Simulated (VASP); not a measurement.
Data:

```
CELL_PARAMETERS angstrom
      0.00000     2.18399     2.18399
      2.18399     0.00000     2.18399
      2.18399     2.18399     0.00000
ATOMIC_POSITIONS crystal
  Al 0.00000 0.00000 0.00000
  N  0.75000 0.75000 0.75000
```

Calculation: r2SCAN meta-GGA, VASP's PBE PAW potentials (set 64) (plane waves; VASP 6.6.1). Run with 520 eV cut-off, 12×12×12 Γ-centred mesh, tetrahedra with Blöchl corrections, potentials Al N.

Question: Predict the energy per atom (σ→0), band gap (over mesh and band path) with the smallest direct gap where there is one.

Answer: 
```json
{
  "band gap (over mesh and band path)": "3.93 eV",
  "smallest direct gap (over mesh and band path)": "4.89 eV",
  "energy per atom (σ→0)": "-9.590 eV/atom"
}
```

Total energies compare only between runs with the same potentials, cut-off and functional.

The structure comes from a computed database's AlN entry (F-43m); how it stands against other phases isn't given here. The cell was not relaxed at this level.
